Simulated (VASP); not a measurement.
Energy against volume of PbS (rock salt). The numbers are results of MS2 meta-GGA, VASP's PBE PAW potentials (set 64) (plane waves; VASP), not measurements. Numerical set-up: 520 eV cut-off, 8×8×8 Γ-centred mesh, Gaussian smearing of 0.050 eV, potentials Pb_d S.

```csv
V (Å³/atom),E (eV/atom)
25.477,3.23437
26.265,3.22910
27.053,3.23267
27.841,3.24375
```

Problem. Fit these four points and predict the energy of the run at 24.689 Å³/atom.

Solution. A cubic in V^(−2/3), the third-order Birch-Murnaghan form, passes through the four points with V0 = 26.32 Å³/atom and B0 = 59 GPa, and gives 3.2501 eV/atom there. The run gave 3.2500 eV/atom, -0.1 meV/atom from the fit; all five points give B0 = 59 GPa.

The compound is PbS in the rock salt structure. It was relaxed first.
